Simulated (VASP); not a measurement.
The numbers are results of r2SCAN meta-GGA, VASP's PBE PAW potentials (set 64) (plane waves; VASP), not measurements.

VASP ran on this input.

INCAR:
```
# general
SYSTEM =Se
PREC   =Accurate
ENCUT  =400
LREAL  =F
LASPH  =T

# electronic loop
EDIFF  =1E-6
NELM   =100
ALGO   =Normal
LMAXMIX=4
LMIXTAU=T

# smearing
ISMEAR =1
SIGMA  =0.1

# functional
METAGGA=R2SCAN

# ions
IBRION =2
NSW    =60
ISIF   =3
EDIFFG =-0.01

# output
LWAVE  =F
LCHARG =F
```

File KPOINTS:
```
Automatic mesh
0
Gamma
10 10 10
0 0 0
```

POSCAR:
```
Se
1
    1.9802239267     1.1432828050     3.2732078780
   -1.9802239267     1.1432828050     3.2732078780
    0.0000000000    -2.2865666880     3.2732078676
Se
2
Direct
  0.2499795258   0.2499795258   0.2499795266
  0.7500204742   0.7500204742   0.7500204734
```

POTCAR, in this order: Se (PBE.64 set). Program: vasp_std.

The resulting files:

OSZICAR:
```
       N       E                     dE             d eps       ncg     rms          rms(c)
DAV:   1     0.229110956401E+02    0.22911E+02   -0.47959E+03  2336   0.856E+02
DAV:   2    -0.286555690977E+02   -0.51567E+02   -0.49388E+02  3608   0.146E+02
DAV:   3    -0.306240789286E+02   -0.19685E+01   -0.19418E+01  2680   0.334E+01
DAV:   4    -0.306362387856E+02   -0.12160E-01   -0.12149E-01  2718   0.290E+00
DAV:   5    -0.306363072254E+02   -0.68440E-04   -0.68432E-04  2692   0.206E-01    0.545E+00
DAV:   6    -0.280011260715E+02    0.26352E+01   -0.31149E-01  2390   0.547E+00    0.369E+00
DAV:   7    -0.280951729399E+02   -0.94047E-01   -0.21696E-01  2372   0.493E+00    0.116E+00
DAV:   8    -0.280798751957E+02    0.15298E-01   -0.21099E-01  2380   0.454E+00    0.298E-01
DAV:   9    -0.281039226405E+02   -0.24047E-01   -0.12993E-02  2500   0.123E+00    0.992E-02
DAV:  10    -0.281037768119E+02    0.14583E-03   -0.10311E-04  2644   0.109E-01    0.749E-02
DAV:  11    -0.281050632061E+02   -0.12864E-02   -0.30753E-04  2438   0.175E-01    0.588E-02
DAV:  12    -0.281057382393E+02   -0.67503E-03   -0.12477E-04  2432   0.135E-01    0.235E-02
DAV:  13    -0.281057374303E+02    0.80907E-06   -0.38944E-06  2548   0.193E-02
   1 F= -.28105737E+02 E0= -.28105411E+02  d E =-.281057E+02
       N       E                     dE             d eps       ncg     rms          rms(c)
DAV:   1    -0.281059833329E+02   -0.24509E-03   -0.13022E-02  2390   0.792E-01    0.106E-01
DAV:   2    -0.281058861441E+02    0.97189E-04   -0.33896E-04  2438   0.155E-01    0.564E-02
DAV:   3    -0.281058032104E+02    0.82934E-04   -0.27123E-04  2372   0.128E-01    0.179E-02
DAV:   4    -0.281058255378E+02   -0.22327E-04   -0.29912E-06  2524   0.183E-02    0.159E-02
DAV:   5    -0.281058186804E+02    0.68574E-05   -0.43872E-06  2396   0.248E-02    0.307E-03
DAV:   6    -0.281058298830E+02   -0.11203E-04   -0.57060E-06  2388   0.254E-02    0.124E-03
DAV:   7    -0.281058309708E+02   -0.10878E-05   -0.57051E-07  1310   0.856E-03    0.591E-04
DAV:   8    -0.281058309571E+02    0.13722E-07   -0.26944E-08  1254   0.171E-03
   2 F= -.28105831E+02 E0= -.28105525E+02  d E =-.935268E-04
       N       E                     dE             d eps       ncg     rms          rms(c)
DAV:   1    -0.281058566515E+02   -0.25681E-04   -0.74661E-04  2386   0.190E-01    0.280E-02
DAV:   2    -0.281058466147E+02    0.10037E-04   -0.20117E-05  2428   0.376E-02    0.146E-02
DAV:   3    -0.281058429965E+02    0.36183E-05   -0.14301E-05  2372   0.297E-02    0.353E-03
DAV:   4    -0.281058442496E+02   -0.12531E-05   -0.27548E-07  1244   0.578E-03    0.305E-03
DAV:   5    -0.281058451077E+02   -0.85816E-06   -0.12633E-07  1222   0.438E-03
   3 F= -.28105845E+02 E0= -.28105534E+02  d E =-.107677E-03
```

### OUTCAR
```
------------------------ aborting loop because EDIFF is reached ----------------------------------------
  FORCE on cell =-STRESS in cart. coord.  units (eV):
  Direction    XX          YY          ZZ          XY          YZ          ZX
  --------------------------------------------------------------------------------------
  Total       -0.0178453     -0.0178453      0.0198491     -0.0000000     -0.0000000      0.0000000
  in kB       -0.6410161     -0.6410165      0.7129940     -0.0000000     -0.0000001      0.0000000
  external PRESSURE =      -0.1896795 kB  Pullay stress =       0.0000000 kB
  volume of cell :       44.60
      direct lattice vectors                 reciprocal lattice vectors
     1.981823191  1.144206141  3.278274432     0.252292940  0.145661352  0.101679525
    -1.981823191  1.144206141  3.278274432    -0.252292940  0.145661352  0.101679525
     0.000000000 -2.288413362  3.278274422     0.000000000 -0.291322706  0.101679477
 POSITION                                       TOTAL-FORCE (eV/Angst)
 -----------------------------------------------------------------------------------
      0.00000     -0.00000      2.45861         0.000000     -0.000000      0.001389
      0.00000     -0.00000      7.37622         0.000000      0.000000     -0.001389
 -----------------------------------------------------------------------------------
    total drift:                               -0.000000     -0.000000      0.000000
  FREE ENERGIE OF THE ION-ELECTRON SYSTEM (eV)
  ---------------------------------------------------
  free  energy   TOTEN  =       -28.1058451077 eV

  energy  without entropy=      -28.1049124745  energy(sigma->0) =      -28.10553423

 reached required accuracy - stopping structural energy minimisation
```
(Selected blocks of OUTCAR.)

File CONTCAR:
```
Se
   1.00000000000000
     1.9818231914781355    1.1442061409529751    3.2782744318371555
    -1.9818231914781355    1.1442061409529751    3.2782744318371555
     0.0000000000000000   -2.2884133624211382    3.2782744219954831
  Se
     2
Direct
     0.2499899637097038    0.2499899637097038    0.2499899645097055
     0.7500100362902962    0.7500100362902962    0.7500100354902945
```

The structure was generated: Se was put into the A7 type (R-3m), which need not be its known phase. This run relaxes it. Symmetry was kept, so distortions that lower it aren't found. The start is the result of an earlier pass.
